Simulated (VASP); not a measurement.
Here is the system:

```
CELL_PARAMETERS angstrom
      0.00000     2.28962     2.28962
      2.28962     0.00000     2.28962
      2.28962     2.28962     0.00000
ATOMIC_POSITIONS crystal
  Hf 0.00000 0.00000 0.00000
  N  0.50000 0.50000 0.50000
```

The numbers are results of PBE GGA, VASP's PBE PAW potentials (set 64) (plane waves; VASP), not measurements. Run with 520 eV cut-off, 14×14×14 Γ-centred mesh, first-order Methfessel-Paxton smearing of 0.10 eV, potentials Hf_pv N.

Q: The job: HfN (rock salt), 2 atoms, PBE, static run, 520 eV, 14×14×14 Γ-centred mesh. Roughly how much core time does it take on a busy server core?

A: About 40 core-seconds (one run on a shared machine, a rough figure). It had 104 irreducible k-points, 11 bands, up to 658 plane waves and 14 electronic steps.

The compound is HfN in the rock salt structure. This cell is one point of a volume scan, at 1.03 of the reference volume.
